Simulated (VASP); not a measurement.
```
CoGa
1.0
    2.90103     0.00000     0.00000
    0.00000     2.90103     0.00000
    0.00000     0.00000     2.90103
Ga Co
1 1
Direct
  0.50000   0.50000   0.50000
  0.00000   0.00000   0.00000
```

These are revPBE GGA, VASP's PBE PAW potentials (set 64) (plane waves; VASP 6.6.1) values and carry that method's errors. Run with 520 eV cut-off, Gaussian smearing of 0.050 eV, potentials Ga_d Co.

Task: Give the energies of bands 6 to 14 at the high-symmetry points, in eV from the Fermi level.

Result: 
```json
[
 {"band": "6", "Γ": "-11.93", "X": "-7.90", "M": "-5.96", "R": "-4.02"},
 {"band": "7", "Γ": "-2.51", "X": "-6.77", "M": "-3.10", "R": "-4.02"},
 {"band": "8", "Γ": "-2.51", "X": "-2.28", "M": "-3.10", "R": "-4.02"},
 {"band": "9", "Γ": "-0.77", "X": "-1.74", "M": "-2.44", "R": "-0.25"},
 {"band": "10", "Γ": "-0.77", "X": "-1.74", "M": "-1.24", "R": "-0.25"},
 {"band": "11", "Γ": "-0.77", "X": "-0.76", "M": "-1.24", "R": "0.52"},
 {"band": "12", "Γ": "5.09", "X": "0.05", "M": "-0.29", "R": "3.74"},
 {"band": "13", "Γ": "5.09", "X": "10.38", "M": "2.10", "R": "3.74"},
 {"band": "14", "Γ": "5.09", "X": "10.38", "M": "3.02", "R": "3.74"}
]
```

It has no gap at this level: it comes out as a metal or semimetal.

The compound is CoGa in the CsCl type structure. It was relaxed first. The run is not spin-polarised, so no magnetic state was tried.
